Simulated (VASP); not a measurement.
An input for Quantum ESPRESSO's pw.x (written as the equivalent of a VASP run, and not itself run):

```
&CONTROL
  calculation = 'vc-relax'
  pseudo_dir = './pseudo'
  outdir = './out'
  tprnfor = .true.
  tstress = .true.
  nstep = 40
  forc_conv_thr = 0.00078
/
&SYSTEM
  ibrav = 0
  nat = 4
  ntyp = 2
  ecutwfc = 80
  occupations = 'smearing'
  smearing = 'methfessel-paxton'
  degauss = 0.00735
  input_dft = 'pbesol'
/
&ELECTRONS
  conv_thr = 7.3e-08
  electron_maxstep = 100
/
&IONS
/
&CELL
  press = 300
/
ATOMIC_SPECIES
  Ga 69.723 Ga.upf
  P 30.974 P.upf
CELL_PARAMETERS angstrom
     3.3118728   -0.0000000    0.0000000
    -1.6559364    2.8681655   -0.0000000
    -0.0000000   -0.0000000    5.7467943
ATOMIC_POSITIONS crystal
  Ga   0.0000000  0.0000000  0.0000000
  Ga   0.0000000  0.0000000  0.5000000
  P    0.3333330  0.6666670  0.2500000
  P    0.6666670  0.3333330  0.7500000
K_POINTS automatic
  11 11 6 0 0 0
```

Task: Translate this input to VASP (INCAR, KPOINTS, POSCAR, choice of POTCAR).

Result: Several could match; the one computed here: 
**INCAR**
```
SYSTEM  =  GaP
PREC  =  Accurate; ENCUT  =  500; LREAL  =  .False.
LASPH  =  .True.
EDIFF  =  1E-6; NELM  =  100; ALGO  =  Normal
LMAXMIX  =  4
ISMEAR  =  1; SIGMA  =  0.1
GGA  =  PS
IBRION  =  2; NSW  =  40; ISIF  =  3
EDIFFG  =  -0.02; PSTRESS  =  300
LWAVE  =  .False.; LCHARG  =  .False.
```

File KPOINTS:
```
Automatic mesh
0
Gamma
11 11 6
0 0 0
```

File POSCAR:
```
GaP
1
    3.3118728022    -0.0000000000     0.0000000000
   -1.6559364013     2.8681654832    -0.0000000000
   -0.0000000000    -0.0000000000     5.7467942814
Ga P
2 2
Direct
  0.0000000000   0.0000000000   0.0000000000
  0.0000000000   0.0000000000   0.5000000000
  0.3333330000   0.6666670000   0.2500000000
  0.6666670000   0.3333330000   0.7500000000
```

POTCAR, in this order: Ga_d P (PBE.64 set). Program: vasp_std.

Limits of the translation: the potentials are each code's own (VASP's PAW set, PseudoDojo norm-conserving files in pw.x), so ENCUT and ecutwfc are chosen apart and not converted; conv_thr bounds pw.x's estimated SCF error, while EDIFF bounds the energy change between steps; forc_conv_thr acts on force components and is met together with etot_conv_thr.

The structure was generated: GaP was put into the NiAs type type (P6_3/mmc), which need not be its known phase. This run relaxes it under an external pressure of 30 GPa. Symmetry was kept, so distortions that lower it aren't found.
